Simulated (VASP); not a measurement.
A convergence study with VASP on PbSe (rock salt): one setting is varied, all else stays as given below, so the limit is that of these other settings.

```
PbSe
1.0
    0.00000     3.06000     3.06000
    3.06000     0.00000     3.06000
    3.06000     3.06000     0.00000
Pb Se
1 1
Direct
  0.00000   0.00000   0.00000
  0.50000   0.50000   0.50000
```

Calculation: LDA (Ceperley-Alder, Perdew-Zunger), VASP's LDA PAW potentials (set 64) (plane waves; VASP). The tightest run used: 550 eV cut-off, 16×16×16 Γ-centred mesh, Gaussian smearing of 0.050 eV, potentials Pb_d Se.

Task: The settings run are 1×1×1 mesh; 2×2×2 mesh; 3×3×3 mesh; 4×4×4 mesh; 5×5×5 mesh; 7×7×7 mesh; 8×8×8 mesh; 9×9×9 mesh; 10×10×10 mesh; 11×11×11 mesh; 12×12×12 mesh; 13×13×13 mesh; 14×14×14 mesh; 15×15×15 mesh; 16×16×16 mesh. From which on does the stress (every component) stay within 0.5 GPa of the tightest run?

Result: From 4×4×4 mesh on: it is off by 0.03 there and by no more than 0.5 in any finer run, while 3×3×3 mesh is off by 1.02.
```tsv
setting	E (eV/atom)	pressure (GPa)	irreducible k-points	difference judged (GPa)
1×1×1 mesh	-2.2309	19.58	1	21.53
2×2×2 mesh	-3.9235	2.73	3	4.67
3×3×3 mesh	-4.7858	-2.96	4	1.02
4×4×4 mesh	-4.7179	-1.97	8	0.03
5×5×5 mesh	-4.7298	-2.15	10	0.21
7×7×7 mesh	-4.7240	-2.03	20	0.08
8×8×8 mesh	-4.7228	-1.97	29	0.02
9×9×9 mesh	-4.7229	-1.98	35	0.04
10×10×10 mesh	-4.7223	-1.95	47	0.00
11×11×11 mesh	-4.7225	-1.96	56	0.02
12×12×12 mesh	-4.7222	-1.95	72	0.00
13×13×13 mesh	-4.7223	-1.96	84	0.01
14×14×14 mesh	-4.7222	-1.95	104	0.00
15×15×15 mesh	-4.7222	-1.95	120	0.00
16×16×16 mesh	-4.7222	-1.95	145	0.00
```

Left out are rungs that failed or repeat a setting and relaxations that didn't move; long series are thinned to 24 rows.

The compound is PbSe in the rock salt structure. The cell was not relaxed at this level.
